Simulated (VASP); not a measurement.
SnO (relaxed from the CsCl type structure, space group Pm-3m) relaxed at rising pressure, in one space group throughout; other phases were not tried. The pressures are those reached. These are PBEsol GGA, VASP's PBE PAW potentials (set 64) (plane waves; VASP 6.6.1) values and carry that method's errors.

```
P (GPa)  V (Å³/atom)    k-mesh
-------  -----------  --------
-0.12         14.625  12×12×12
4.95          14.050  12×12×12
9.95          13.584  12×12×12
19.88         12.843  12×12×12
30.13         12.268  13×13×13
```

A change of mesh leaves a small step in the series.

Question: Fit an equation of state and predict the volume at 44.96 GPa.

Answer: Least squares on the third-order Birch-Murnaghan form, P = (3B0/2)(y⁷ − y⁵)[1 + (3/4)(B′ − 4)(y² − 1)] with y = (V0/V)^(1/3), gives V0 = 14.613 Å³/atom, B0 = 114 GPa and B′ = 4.6, and so 11.614 Å³/atom. The run gave 11.591 Å³/atom, -0.2 % from the fit.

Pressures at which the relaxation failed are left out.

The structure was generated: SnO was put into the CsCl type type (Pm-3m), which need not be its known phase.
